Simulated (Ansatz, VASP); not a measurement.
# HfO2 in two plane-wave programs, part 3 of 3

Wanted: the spread between two codes on one cell, functional and k mesh. The cell is taken from a series of runs on this material, whose earlier steps may have relaxed, scaled, displaced or heated it; both programs get it as it stands.

VASP 6.6.1 and Ansatz 0.2.0.

So far: Set-up; VASP: zone-centre phonons, PBE.

## Step 3: Ansatz: zone-centre phonons, PBE

Level of this step: Ansatz beside VASP: Kohn-Sham DFT, plane waves, PBE (Ansatz).

Ansatz runs on its PAW soft_1 files.

The same cell, functional and mesh now go to Ansatz, which takes its cutoff from its data sets.

The input, input.yaml:

```yaml
crystal:
  lattice:
    - [3.636407042, 0.0, 0.0]
    - [0.0, 3.636407042, 0.0]
    - [0.0, 0.0, 5.3809479163]
  atoms:
    - { symbol: O, position: [0.0, 0.5, 0.6843505478] }
    - { symbol: O, position: [0.5, 0.0, 0.8156494522] }
    - { symbol: O, position: [0.5, 0.0, 0.3156494522] }
    - { symbol: O, position: [0.0, 0.5, 0.1843505478] }
    - { symbol: Hf, position: [0.5, 0.5, 0.5] }
    - { symbol: Hf, position: [0.0, 0.0, 0.0] }
kpoints:
  mp_grid: { grid: [8, 8, 4] }
hamiltonian:
  xc: pbe
  pseudopotentials: { kind: paw, azcp: { folder: soft_1 } }
scf:
  occupations: { method: fixed }
output:
  eigenvalues: true
phonons:
  method: dfpt
  dielectric: true
  rigid_motions: translations
```

On the command line:

```sh
ansatz run input.yaml --threads 8 --pin off --max-ram 16384MiB --backend cpu --events-out ev --progress --plain --runs-dir out
```

Numbers of over 12 decimals in the logs are rounded to 6 here.

Log:

```text
Engine: ansatz 0.2.0, aarch64-unknown-linux-gnu
Pseudopotentials: kind: paw
Pseudopotential: O, paw, valence charge 6, recommended cutoff 420 eV (normal), soft_1/O.paw.azcp
Pseudopotential: Hf, paw, valence charge 26, recommended cutoff 420 eV (normal), soft_1/Hf.paw.azcp
Functional definition: PBE
  parameter kappa = 0.804
  parameter beta = 0.066725
  exchange = pbe_x(kappa = kappa, mu = beta*pi^2/3)
  correlation = pbe_c(beta = beta)
Crystal: 6 atoms, lattice volume = 71.155 Å³
Basis set: ecut = 420 eV, 1385 PW (Γ), exchange–correlation on 60×60×72 points (8 copies of the dense FFT grid, shifted against one another)
Bands: 46, of which v1, the nominal top of the filled ones, is band 38 counted from 1 (37 counted from 0)
Symmetry: 16 space group operations
k-points: 132 of 256 (irreducible under 1 space group operation, time reversal used)
Non-local potential: O, projectors of the file, l = 0: 2, l = 1: 2, l = 2: 1
Non-local potential: Hf, projectors of the file, l = 0: 3, l = 1: 2, l = 2: 2, l = 3: 3
PAW form: soft (Blöchl's): semilocal exchange-correlation on the pseudo side does not see the compensation charge
PAW one-centre angular grid: O, 110 points (default); XC on 64 Gauss nodes
PAW one-centre angular grid: Hf, 590 points (default); XC on 64 Gauss nodes
Initial density: superposition of atomic densities (chi_scale 0.1, normalization cell, long waves kept (reshape's long-wave potential 0.00 eV rms))
Initial wavefunctions: pseudopotential atomic-orbital guess
Functional: x = pbe(κ = 0.804, μ = 0.219515), c = pbe(β = 0.066725)
SCF iter   1: F=—  HF=-33725.841193 eV  |F-HF|=—  |Δ(HF+E_count)|=         —  Δρ=8.63e-2  dr2=4.02e0  ethr=3.10e-3  ⟨swp⟩=4.0  Hψ=16700  notcnv=0  defer=468
preconditioner: auto → Resta (q_TF=auto, 2.758 Å⁻¹)  ε∞=4.8  [insulator: Δε(μ)=3.671 eV  Ē_g=19.058 eV  n_scr=28 (ndim 8)  ℏωp=37.4 eV  f_vac=0.005  ε∞_Penn≈4.8]
SCF iter   2: F=—  HF=-33724.952585 eV  |F-HF|=—  |Δ(HF+E_count)|=   8.89e-1  Δρ=4.13e-2  dr2=1.02e0  ethr=3.10e-3  ⟨swp⟩=2.0  Hψ=12390  notcnv=0  defer=529
SCF iter   3: F=—  HF=-33724.727907 eV  |F-HF|=—  |Δ(HF+E_count)|=   2.25e-1  Δρ=2.15e-2  dr2=2.71e-1  ethr=1.34e-3  ⟨swp⟩=2.0  Hψ=9822  notcnv=0  defer=778
SCF iter   4: F=—  HF=-33724.662974 eV  |F-HF|=—  |Δ(HF+E_count)|=   6.49e-2  Δρ=7.19e-3  dr2=2.55e-2  ethr=3.56e-4  ⟨swp⟩=2.0  Hψ=10928  notcnv=0  defer=747
SCF iter   5: F=—  HF=-33724.681287 eV  |F-HF|=—  |Δ(HF+E_count)|=   1.83e-2  Δρ=3.24e-3  dr2=7.31e-3  ethr=3.36e-5  ⟨swp⟩=2.0  Hψ=9456  notcnv=0  defer=792
SCF iter   6: F=—  HF=-33724.679708 eV  |F-HF|=—  |Δ(HF+E_count)|=   1.58e-3  Δρ=7.03e-4  dr2=4.08e-4  ethr=9.62e-6  ⟨swp⟩=2.0  Hψ=10875  notcnv=0  defer=792
SCF iter   7: F=—  HF=-33724.680594 eV  |F-HF|=—  |Δ(HF+E_count)|=   8.87e-4  Δρ=4.37e-4  dr2=1.27e-4  ethr=5.36e-7  ⟨swp⟩=2.0  Hψ=10856  notcnv=0  defer=737
SCF iter   8: F=—  HF=-33724.680694 eV  |F-HF|=—  |Δ(HF+E_count)|=   9.94e-5  Δρ=7.52e-5  dr2=3.24e-6  ethr=1.67e-7  ⟨swp⟩=2.1  Hψ=9522  notcnv=0  defer=493
SCF iter   9: F=—  HF=-33724.680701 eV  |F-HF|=—  |Δ(HF+E_count)|=   7.31e-6  Δρ=1.30e-5  dr2=7.02e-8  ethr=4.26e-9  ⟨swp⟩=2.1  Hψ=10829  notcnv=0  defer=470
SCF iter  10: F=—  HF=-33724.680701 eV  |F-HF|=—  |Δ(HF+E_count)|=   1.60e-7  Δρ=2.15e-6  dr2=1.93e-9  ethr=9.23e-11  ⟨swp⟩=2.0  Hψ=10671  notcnv=0  defer=470
SCF iter  11: F=—  HF=-33724.680701 eV  |F-HF|=—  |Δ(HF+E_count)|=   4.47e-9  Δρ=4.38e-7  dr2=1.11e-10  ethr=2.54e-12  ⟨swp⟩=2.0  Hψ=9730  notcnv=0  defer=470
SCF iter  12: F=-33724.680701 eV  HF=-33724.680701 eV  |F-HF|=2.91e-11  |Δ(HF+E_count)|=  7.28e-11  Δρ=1.83e-7  dr2=1.78e-11  ethr=1.00e-12  ⟨swp⟩=13.1  Hψ=39566  notcnv=0
SCF 1 converged in 12 iterations: F = -33724.680701 eV  dr2 = 1.78e-11
  greatest PAW one-centre occupation: 0.999 electrons in one spin orbital (limit 2), on the Hf atom at site 5 (counted from 0), in its partial waves of l = 0
DFPT response loops at Γ: preconditioner auto → Resta (q_TF=auto, 2.758 Å⁻¹)  ε∞=3.6 (no band partly filled); β = 1.00, the filter's whole step (`scf.mixing.beta` (0.50) is not read by the response loops at its default; to damp them type it under 1.00, their step now; it binds the ground state too); Broyden in place of MSR1
── the response to a field inside a basis, on 8×8×4 k-points: an SCF that follows is theirs, and a resumed run solves both again ──
Bands: 39, of which v1, the nominal top of the filled ones, is band 38 counted from 1 (37 counted from 0)
k-points: 20 of 256
Initial density: handed on by an earlier stage of this run
Initial wavefunctions: pseudopotential atomic-orbital guess (no wavefunctions were taken with the density)
Eigensolver: Dense (20 Hₖ)
SCF iter   1: F=—  HF=-33724.592568 eV  |F-HF|=—  |Δ(HF+E_count)|=         —  Δρ=4.36e-4  dr2=2.32e-5  ethr=1.00e-1
preconditioner: auto → Resta (q_TF=auto, 2.758 Å⁻¹)  ε∞=6.0  [insulator: Δε(μ)=4.905 eV  Ē_g=16.670 eV  n_scr=28 (ndim 8)  ℏωp=37.4 eV  f_vac=0.066  ε∞_Penn≈6.0]
SCF iter   2: F=—  HF=-33724.592579 eV  |F-HF|=—  |Δ(HF+E_count)|=   1.16e-5  Δρ=2.30e-4  dr2=1.08e-5  ethr=3.05e-8
SCF iter   3: F=—  HF=-33724.592585 eV  |F-HF|=—  |Δ(HF+E_count)|=   5.58e-6  Δρ=1.33e-4  dr2=2.75e-6  ethr=1.42e-8
SCF iter   4: F=—  HF=-33724.592588 eV  |F-HF|=—  |Δ(HF+E_count)|=   3.17e-6  Δρ=5.79e-5  dr2=5.51e-7  ethr=3.62e-9
SCF iter   5: F=-33724.592589 eV  HF=-33724.592589 eV  |F-HF|=3.72e-8  |Δ(HF+E_count)|=   7.22e-7  Δρ=1.32e-5  dr2=3.51e-8  ethr=7.25e-10
SCF 1 converged in 5 iterations: F = -33724.592589 eV  dr2 = 3.51e-8
DFPT response loops at Γ: preconditioner auto → none (the input reference at scf.mixing.eps_inf says where Resta's filter doesn't serve); β = 0.50; Broyden in place of MSR1
SCF converged after 12 iterations
Free energy (F): -33724.680701 eV
Harris-Foulkes:  -33724.680701 eV  (|F-HF|=2.91e-11)
Internal energy: -33724.680701 eV  (E = F + TS)
E sigma→0 (E₀):  -33724.680701 eV
Fermi energy:    12.437031 eV
--- Per-component energies (eV) ---
  E_band       = -118.287339
  E_kinetic    = 1478.939059
  E_local      = -14592.259067  (includes V_loc(G=0)·N_el)
  E_nonlocal   = 335.884804
  E_hartree    = 6913.464174
  E_xc         = -817.570338
  E_vxc        = -872.661045  (∫ρ·V_xc dr)
  E_paw        = -16048.342064  (= ΣΔE_a)
  E_vpaw       = -295.122512  (= ΣTr[D̂ρ^β])
  E_aug_tail   = 0.003110  (compensation charges beyond the density's cutoff)
  E_ewald      = -10994.800379
  E_smearing   = -0.000000  (= −TS)
  E_closure    = -0.000000  (closes the sum)
  Σ components = -33724.680701   (vs F -33724.680701, Δ=0.00e0)
--- Band table (eV; the first three rows and the last of 132) ---
  k-point 0: bands = [... 34 lower, 11.4042, 12.2356, 12.3843, 12.3843, 17.1222, 17.1263, 18.0837, 18.2928, ... 4 higher]
  k-point 1: bands = [... 34 lower, 11.3756, 11.4206, 12.4106, 12.4106, 17.2745, 17.4167, 18.0945, 18.3017, ... 4 higher]
  k-point 2: bands = [... 34 lower, 11.6124, 11.6124, 12.4370, 12.4370, 17.6600, 17.6600, 18.0430, 18.0430, ... 4 higher]
  k-point 131: bands = [... 34 lower, 10.8690, 10.8690, 12.2678, 12.2678, 18.1146, 18.1146, 18.7744, 18.7744, ... 4 higher]
--- Phonons (Γ-DFPT): 5 representative perturbations + reference, on 132 of 256 k-points (Σ response iterations 18) ---
  k mesh reduced under 1 symmetry operation, with k and −k counted as one. Each operation leaves every solved perturbation unchanged. A smaller set is not considered because the run solves the response to a homogeneous field
  ASR residual: 1.240e-4 → 0.000e0 eV/Å²; symmetrization residual: 2.789e-5 eV/Å²
  ASR residual per site (eV/Å²): 1.24e-4 1.24e-4 1.24e-4 1.24e-4 1.82e-5 1.82e-5
  Γ frequencies (cm⁻¹): -50.81 -50.81 0.00 0.00 0.00 82.18 82.18 185.08 292.81 323.24 386.71 386.71 438.90 438.90 550.53 592.88 625.03 625.03
  ε∞ (high-frequency dielectric tensor):
        5.238172     0.000000     0.000000
        0.000000     5.238172     0.000000
        0.000000     0.000000     4.593744
  softest optical mode at Γ: -50.81 cm⁻¹; the repairs (sum rule, projections) moved no ω² at Γ by more than (3.26 cm⁻¹)²
  Born effective charges Z* (e; rows j = field, columns β = displacement):
    site 0:
        -3.63475    0.00000    0.00000
        -0.00000   -1.92969    0.00000
        -0.00000    0.00000   -2.29423
    site 1:
        -3.63475    0.00000    0.00000
        -0.00000   -1.92969   -0.00000
         0.00000    0.00000   -2.29423
    site 2:
        -1.92969   -0.00000   -0.00000
         0.00000   -3.63475    0.00000
         0.00000    0.00000   -2.29423
    site 3:
        -1.92969   -0.00000   -0.00000
         0.00000   -3.63475    0.00000
        -0.00000    0.00000   -2.29423
    site 4:
         5.56444   -0.00000    0.00000
        -0.00000    5.56444   -0.00000
        -0.00000    0.00000    4.58846
    site 5:
         5.56444   -0.00000    0.00000
        -0.00000    5.56444    0.00000
         0.00000   -0.00000    4.58846
  Z* charge neutrality: 2.338e-3 e pre-enforcement
  solved inside a basis spanned on kpoints, on 8×8×4 k-points, its susceptibility summed on 10×10×6: ε∞ is read to err by 1.5e-2, Z* by 2.8e-2 e (field_mesh: kpoints solves on kpoints); Z* is corrected for what the basis lacks
  optical modes at Γ without the LO–TO term, one row a degenerate level:
      ω (cm⁻¹)  modes    IR ((D/Å)²/amu)
        -50.81      2            31.9406
         82.18      2             0.0000
        185.08      1             0.0000
[...]
optical modes at Γ + LO–TO along q̂ = [1.0000, 0.0000, 0.0000]:
      ω (cm⁻¹)  modes    IR ((D/Å)²/amu)
[...]
optical modes at Γ + LO–TO along q̂ = [0.0000, 1.0000, 0.0000]:
      ω (cm⁻¹)  modes    IR ((D/Å)²/amu)
[...]
optical modes at Γ + LO–TO along q̂ = [0.0000, 0.0000, 1.0000]:
      ω (cm⁻¹)  modes    IR ((D/Å)²/amu)
[...]
185.08      1             0.0000
        323.24      1             0.0000
        386.71      2             0.0000
        438.90      2            81.7508
        550.53      1             0.0000
        565.12      1            35.8029
        592.88      1             0.0000
        625.03      2             0.0000
```

## Step 4: Differences

Known differences besides the potentials themselves: fixed occupations in Ansatz, narrow Gaussian smearing in VASP; VASP's response is taken on the typed mesh, Ansatz refines its own for the field response alone; the data sets hold 76 valence electrons in Ansatz (on its PAW soft_1 files) and 44 in VASP; the cutoff is 420 eV in Ansatz and 600 eV in VASP. Total energies have different zeros and are not compared.

Compared:

```csv
quantity,Ansatz,VASP,difference
ε∞ xx,5.24,5.20,+0.83 %
ε∞ yy,5.24,5.20,+0.83 %
ε∞ zz,4.59,4.56,+0.70 %
Born charge of O1 (mean of the diagonal) (e),-2.62,-2.61,-0.01
Born charge of Hf5 (mean of the diagonal) (e),5.24,5.21,+0.03
"optical mode 1 to 2 (imaginary, printed as negative) (cm⁻¹)",-50.8,-50.1,-0.7
optical mode 3 to 4 (cm⁻¹),82.2,79.7,+3.12 %
optical mode 5 (cm⁻¹),185.1,182.1,+1.62 %
optical mode 6 (cm⁻¹),292.8,287.7,+1.79 %
optical mode 7 (cm⁻¹),323.2,320.1,+0.98 %
optical mode 8 to 9 (cm⁻¹),386.7,387.5,-0.21 %
optical mode 10 to 11 (cm⁻¹),438.9,432.4,+1.50 %
optical mode 12 (cm⁻¹),550.5,549.1,+0.27 %
optical mode 13 (cm⁻¹),592.9,590.7,+0.37 %
optical mode 14 to 15 (cm⁻¹),625.0,620.8,+0.68 %
```

Modes are paired by rising frequency, not by their patterns, so a pair may set unlike modes beside each other; they are those without the splitting of longitudinal modes.

## Step 5: What came out

- r.m.s. difference of the optical zone-centre modes, each program's sorted by frequency (zone-centre phonons, PBE): 3.5 cm⁻¹
- difference in optical mode 3 to 4 (zone-centre phonons, PBE): +3.1 %

**Reading.** The r.m.s. difference of the optical zone-centre modes, each program's sorted by frequency is 3.5 cm⁻¹ (zone-centre phonons, PBE). The data sets hold unlike numbers of valence electrons (76 in Ansatz and 44 in VASP), so part of the differences comes from the potentials. Among the rows given in per cent, the largest difference of the zone-centre phonons, PBE pair is in optical mode 3 to 4, +3.1 %. How closely two codes agree says nothing of how well the functional describes the real material.

[Lines on the potential files, build, host, timing and source positions are cut from VASP's logs without a mark.]

[Logs are printed without paths, hosts, clocks, repeated set-up lines and the standing remarks that a program may print on its own settings, such as how far it seeks lower states.]

[Hosts, paths, dates, database ids (printed as entryN), source tags and the programs' standing remarks are cut or masked in the printed files.]
